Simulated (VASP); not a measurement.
Computed with PBEsol GGA, VASP's PBE PAW potentials (set 64) (plane waves; VASP).

VASP input:

**KPOINTS**
```
k-points along high-symmetry lines
10
Line-mode
Reciprocal
  0.000000   0.000000   0.000000 ! GAMMA
  0.000000   0.500000   0.000000 ! X

  0.000000   0.500000   0.000000 ! X
  0.500000   0.500000   0.000000 ! M

  0.500000   0.500000   0.000000 ! M
  0.000000   0.000000   0.000000 ! GAMMA

  0.000000   0.000000   0.000000 ! GAMMA
  0.000000   0.000000   0.500000 ! Z

  0.000000   0.000000   0.500000 ! Z
  0.000000   0.500000   0.500000 ! R

  0.000000   0.500000   0.500000 ! R
  0.500000   0.500000   0.500000 ! A

  0.500000   0.500000   0.500000 ! A
  0.000000   0.000000   0.500000 ! Z

  0.000000   0.500000   0.000000 ! X
  0.000000   0.500000   0.500000 ! R

  0.500000   0.500000   0.000000 ! M
  0.500000   0.500000   0.500000 ! A
```

### INCAR
```
SYSTEM = MgH2
PREC = Accurate
ENCUT = 520
EDIFF = 1E-7
NELM = 100
ALGO = Normal
LREAL = .FALSE.
LASPH = .TRUE.
ISMEAR = 0
SIGMA = 0.05
GGA = PS
LWAVE = .FALSE.
LCHARG = .FALSE.
LORBIT = 11
ICHARG = 11
```

**POSCAR**
```
MgH2
1.0
  4.4851654907   0.0000000000   0.0000000000
  0.0000000000   4.4851654907   0.0000000000
  0.0000000000   0.0000000000   2.9959975163
Mg H
2 4
Cartesian
  0.0000000000   0.0000000000   0.0000000000
  2.2425827454   2.2425827454   1.4979987582
  1.3648555303   1.3648555303   0.0000000000
  3.6074382757   0.8777272150   1.4979987582
  0.8777272150   3.6074382757   1.4979987582
  3.1203099604   3.1203099604   0.0000000000
```

POTCAR, in this order: Mg H (PBE.64 set). Program: vasp_std. Read from the step before: CHGCAR.

What VASP printed:

OUTCAR:
```
 ion  position               nearest neighbor table
   1  0.000  0.000  0.000-   3 1.93   6 1.93   5 1.95   4 1.95   4 1.95   5 1.95   2 3.51   2 3.51
                             2 3.51   2 3.51   2 3.51   2 3.51   2 3.51   2 3.51
   2  0.500  0.500  0.500-   4 1.93   5 1.93   3 1.95   6 1.95   3 1.95   6 1.95   1 3.51   1 3.51
                             1 3.51   1 3.51   1 3.51   1 3.51   1 3.51   1 3.51
   3  0.304  0.304  0.000-   1 1.93   2 1.95   2 1.95
   4  0.804  0.196  0.500-   2 1.93   1 1.95   1 1.95
   5  0.196  0.804  0.500-   2 1.93   1 1.95   1 1.95
   6  0.696  0.696  0.000-   1 1.93   2 1.95   2 1.95
  LATTYP: Found a simple tetragonal cell.
 ALAT       =     4.4851654907
 C/A-ratio  =     0.6679792580
 Subroutine PRICEL returns:
 Original cell was already a primitive cell.
 Subroutine GETGRP returns: Found 16 space group operations
The static configuration has the point symmetry D_2h.
 The point group associated with its full space group is D_4h.
The dynamic configuration has the point symmetry D_2h.
 Subroutine INISYM returns: Found 16 space group operations
   k-points           NKPTS =     90   k-points in BZ     NKDIM =     90   number of bands    NBANDS=      8
   number of dos      NEDOS =    301   number of ions     NIONS =      6
   total plane-waves  NPLWV =  31104
   dimension x,y,z NGX =    36 NGY =   36 NGZ =   24
   dimension x,y,z NGXF=    72 NGYF=   72 NGZF=   48
   ions per type =               2   4
...
```

File OSZICAR:
```
       N       E                     dE             d eps       ncg     rms          rms(c)
DAV:   1     0.824732014312E+00    0.82473E+00   -0.31013E+03  1440   0.751E+02
DAV:   2    -0.171137017803E+02   -0.17938E+02   -0.16946E+02  2008   0.740E+01
DAV:   3    -0.176086863348E+02   -0.49498E+00   -0.49498E+00  1888   0.179E+01
DAV:   4    -0.176096414113E+02   -0.95508E-03   -0.95508E-03  1864   0.760E-01
DAV:   5    -0.176096478609E+02   -0.64496E-05   -0.64496E-05  1864   0.504E-02
DAV:   6    -0.176096479528E+02   -0.91942E-07   -0.91942E-07  1920   0.490E-03
   1 F= -.17609648E+02 E0= -.17609648E+02  d E =-.200824E-11
```

File OUTCAR:
```
 val. band max:       -0.4873994242   @ k =   0.1667   0.1667   0.0000

 cond. band min:       3.0344232609   @ k =   0.3889   0.3889   0.5000



 k-point     1 :       0.0000    0.0000    0.0000
  band No.  band energies     occupation
      1      -7.1308      2.00000
      2      -2.0051      2.00000
      3      -2.0051      2.00000
      4      -0.9441      2.00000
      5       3.9276      0.00000
      6       4.4570      0.00000
      7       8.5592      0.00000
      8       8.5592      0.00000

 k-point     2 :       0.0000    0.0556    0.0000
  band No.  band energies     occupation
      1      -7.1100      2.00000
      2      -2.1543      2.00000
      3      -1.9908      2.00000
      4      -0.8604      2.00000
      5       3.9894      0.00000
      6       4.4594      0.00000
      7       8.3260      0.00000
      8       8.6222      0.00000

 k-point     3 :       0.0000    0.1111    0.0000
  band No.  band energies     occupation
      1      -7.0473      2.00000
      2      -2.4991      2.00000
      3      -1.9480      2.00000
      4      -0.7066      2.00000
      5       4.0908      0.00000
      6       4.5564      0.00000
      7       7.8380      0.00000
      8       8.7984      0.00000

 k-point     4 :       0.0000    0.1667    0.0000
  band No.  band energies     occupation
      1      -6.9432      2.00000
      2      -2.9240      2.00000
      3      -1.8776      2.00000
      4      -0.5840      2.00000
      5       4.0866      0.00000
      6       4.9054      0.00000
      7       7.2923      0.00000
      8       9.0581      0.00000

 k-point     5 :       0.0000    0.2222    0.0000
  band No.  band energies     occupation
      1      -6.7979      2.00000
      2      -3.3777      2.00000
      3      -1.7810      2.00000
      4      -0.5245      2.00000
      5       4.0431      0.00000
      6       5.4484      0.00000
      7       6.7521      0.00000
      8       9.3699      0.00000
...
```

The density is held fixed in this step, so its total energy and stress have no physical meaning.

The compound is MgH2 in the rutile structure. It was relaxed first.
